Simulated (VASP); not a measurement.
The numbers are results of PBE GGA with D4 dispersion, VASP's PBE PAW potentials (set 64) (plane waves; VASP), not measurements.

The input files of a VASP run:

### INCAR
```
SYSTEM=SrTiO3
LREAL=.False.   # projection in real space or not
ISIF=2   # forces and stress, cell fixed
ENCUT=520   # plane-wave cut-off (eV)
EDIFF=1E-7   # SCF stop (eV)
LMAXMIX=4
LCHARG=.False.
LWAVE=.False.
ISMEAR=0   # Gaussian
IVDW=13
ALGO=Normal   # blocked Davidson
SIGMA=0.05   # width (eV)
PREC=Accurate
GGA=PE   # PBE
LASPH=.True.
NELM=100
```

File KPOINTS:
```
Automatic mesh
0
Gamma
6 6 6
0 0 0
```

File POSCAR:
```
SrTiO3
1
    3.8403671505     0.0000000000     0.0000000000
    0.0000000000     3.8403671505     0.0000000000
    0.0000000000     0.0000000000     3.8403671505
Sr Ti O
1 1 3
Direct
  0.0000000000   0.0000000000   0.0000000000
  0.5000000000   0.5000000000   0.5000000000
  0.5000000000   0.0000000000   0.5000000000
  0.0000000000   0.5000000000   0.5000000000
  0.5000000000   0.5000000000   0.0000000000
```

POTCAR, in this order: Sr_sv Ti_sv O (PBE.64 set). Program: vasp_std.

The run wrote:

OSZICAR:
```
       N       E                     dE             d eps       ncg     rms          rms(c)
DAV:   1     0.456947899538E+03    0.45695E+03   -0.22189E+04   960   0.186E+03
DAV:   2    -0.433943204166E+01   -0.46129E+03   -0.45414E+03  1152   0.504E+02
DAV:   3    -0.479046070939E+02   -0.43565E+02   -0.43077E+02  1360   0.148E+02
DAV:   4    -0.499063816111E+02   -0.20018E+01   -0.20007E+01  1408   0.283E+01
DAV:   5    -0.499607877914E+02   -0.54406E-01   -0.54405E-01  1312   0.371E+00    0.294E+01
DAV:   6    -0.397967568170E+02    0.10164E+02   -0.63269E+01  1384   0.774E+01    0.176E+01
DAV:   7    -0.399109932140E+02   -0.11424E+00   -0.76559E+00  1160   0.220E+01    0.116E+01
DAV:   8    -0.399707770137E+02   -0.59784E-01   -0.16997E+00  1240   0.146E+01    0.292E+00
DAV:   9    -0.398914242462E+02    0.79353E-01   -0.42489E-01  1184   0.703E+00    0.864E-01
DAV:  10    -0.398967672623E+02   -0.53430E-02   -0.12791E-01  1272   0.262E+00    0.768E-01
DAV:  11    -0.398894653291E+02    0.73019E-02   -0.52856E-02  1416   0.183E+00    0.139E-01
DAV:  12    -0.398894169734E+02    0.48356E-04   -0.20230E-03  1248   0.526E-01    0.543E-02
DAV:  13    -0.398894434954E+02   -0.26522E-04   -0.17408E-04  1376   0.143E-01    0.239E-02
DAV:  14    -0.398894492561E+02   -0.57607E-05   -0.47897E-05  1384   0.680E-02    0.107E-02
DAV:  15    -0.398894484376E+02    0.81856E-06   -0.12169E-05  1288   0.340E-02    0.482E-03
DAV:  16    -0.398894489041E+02   -0.46654E-06   -0.20294E-06  1312   0.132E-02    0.280E-03
DAV:  17    -0.398894486824E+02    0.22170E-06   -0.18337E-07   848   0.540E-03    0.824E-04
DAV:  18    -0.398894486644E+02    0.18027E-07   -0.32888E-08   512   0.166E-03
   1 F= -.40923458E+02 E0= -.40923458E+02  d E =-.275105E-15
```

### OUTCAR
```
------------------------ aborting loop because EDIFF is reached ----------------------------------------
  Edisp (eV):   -1.03401
  FORCE on cell =-STRESS in cart. coord.  units (eV):
  Direction    XX          YY          ZZ          XY          YZ          ZX
  --------------------------------------------------------------------------------------
  Total       4.36156     4.36156     4.36156     0.00000    -0.00000     0.00000
  in kB     123.37696   123.37696   123.37696     0.00000    -0.00000     0.00000
  external pressure =      123.38 kB  Pullay stress =        0.00 kB
  volume of cell :       56.64
      direct lattice vectors                 reciprocal lattice vectors
     3.840367151  0.000000000  0.000000000     0.260391770  0.000000000  0.000000000
     0.000000000  3.840367151  0.000000000     0.000000000  0.260391770  0.000000000
     0.000000000  0.000000000  3.840367151     0.000000000  0.000000000  0.260391770
 POSITION                                       TOTAL-FORCE (eV/Angst)
 -----------------------------------------------------------------------------------
      0.00000      0.00000      0.00000         0.000000      0.000000      0.000000
      1.92018      1.92018      1.92018         0.000000      0.000000      0.000000
      1.92018      0.00000      1.92018         0.000000      0.000000      0.000000
      0.00000      1.92018      1.92018         0.000000      0.000000      0.000000
      1.92018      1.92018      0.00000         0.000000      0.000000      0.000000
 -----------------------------------------------------------------------------------
    total drift:                                0.000000      0.000000     -0.000000
  FREE ENERGIE OF THE ION-ELECTRON SYSTEM (eV)
  ---------------------------------------------------
  free  energy   TOTEN  =       -40.9234581509 eV

  energy  without entropy=      -40.9234581509  energy(sigma->0) =      -40.92345815
```
(Selected blocks of OUTCAR.)

The compound is SrTiO3 in the cubic perovskite structure, the ideal cubic form; the compound distorts at low or room temperature. This cell is one point of a volume scan, at 0.94 of the reference volume.
